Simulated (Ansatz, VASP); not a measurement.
## MgW in VASP and in Ansatz

```
Mg W
1.0
     4.68000    0.00000    0.00000
     0.00000    5.66000    0.00000
    -0.02834    0.00000    4.91992
Mg W
2 2
Direct
  0.50000 0.32000 0.75000
  0.50000 0.68000 0.25000
  0.00000 0.81800 0.75000
  0.00000 0.18200 0.25000
```

Alike in both runs: task single point; functional PBEsol; k mesh 4 × 4 × 4; occupations gaussian, width 0.1 eV; no spin polarisation.

|  | VASP | Ansatz |
| --- | --- | --- |
| version | VASP 6.6.1 | Ansatz 0.2.0 |
| potentials or method | VASP PAW PBE potentials, release 64 (Mg, W_sv) | scalar-relativistic, plane waves, PAW |
| plane-wave cutoff (eV) | 520 | 420 |
| valence electrons in the cell | 32 | 48 |

Ansatz gave:

- gap on the k mesh at the Fermi level (eV): none
- pressure (GPa): -21.7
- largest component of the traceless stress (GPa): 4.54
- rms of the force components (eV/Å): 1.214

Estimate VASP's values.

gap on the k mesh at the Fermi level (eV): none; pressure (GPa): -21.8; largest component of the traceless stress (GPa): 4.53; rms of the force components (eV/Å): 1.212.

Atom by atom the forces differ by 0.002 eV/Å (rms over components). A gap of «none» marks a metal or a gap that the smearing closes. The two sets of potentials don't hold the same shells in valence.

Caveats: so large a pressure means that the cell lies far from this level's equilibrium, or that cutoff or potentials fall short (VASP); the potentials were made for another functional, which shifts forces and pressure (VASP). Spin-orbit coupling is left out, which matters for the levels of W.
